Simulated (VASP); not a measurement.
A cell of Y (hcp) near equilibrium:

```
Y
1.0
    1.84210    -3.19060     0.00000
    1.84210     3.19060     0.00000
    0.00000     0.00000     5.67525
Y
2
Direct
  0.33333   0.66667   0.25000
  0.66667   0.33333   0.75000
```

Computed with r2SCAN meta-GGA, VASP's PBE PAW potentials (set 64) (plane waves; VASP).

```csv
run,ΔE (meV/atom),σxx,σyy,σzz,"largest shear component, with its sign (GPa)",largest force (eV/Å)
as it is,0.0,0.00,0.00,0.00,0.00,0.000
after one change,0.2,0.00,-0.01,0.00,0.11,0.034
```
Stress is in GPa, positive when the cell is compressed.

### Question
Name the change that produced these shifts.
A) uniaxial strain of +3.0 % along z
B) atom 1 (Y) moved by 0.025 Å along x
C) uniaxial strain of -1.5 % along z
D) isotropic strain of -2.0 %

### Answer
B, atom 1 (Y) moved by 0.025 Å along x

The compound is Y in the hcp structure.
